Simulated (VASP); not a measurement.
# NiN (relaxed from the CsCl type structure, space group Pm-3m): computed properties

Method: PBE GGA, VASP's PBE PAW potentials (set 64) (plane waves; VASP 6.6.1).

```json
{
  "space_group": "Pm-3m (221)",
  "cell": "a = b = c = 2.543 Å, α = β = γ = 90.00°",
  "volume_per_atom": "8.22 Å³/atom",
  "band gap (over mesh and band path)": "none (metal, semimetal or under 0.01 eV)",
  "cell_moment": "0.00 μB",
  "density": "7.35 g/cm³"
}
```

```cif
data_NNi
_chemical_formula_sum 'Ni1 N1'
_space_group_name_H-M_alt 'P 1'
_space_group_IT_number 1
_cell_length_a 2.54251
_cell_length_b 2.54251
_cell_length_c 2.54251
_cell_angle_alpha 90.000
_cell_angle_beta 90.000
_cell_angle_gamma 90.000
loop_
_space_group_symop_operation_xyz
  'x, y, z'
loop_
_atom_site_label
_atom_site_type_symbol
_atom_site_fract_x
_atom_site_fract_y
_atom_site_fract_z
_atom_site_occupancy
Ni1 Ni 0.00000 0.00000 0.00000 1
N1 N 0.50000 0.50000 0.50000 1
```

The structure was generated: NiN was put into the CsCl type type (Pm-3m), which need not be its known phase. It was relaxed first. Symmetry was kept, so distortions that lower it aren't found.
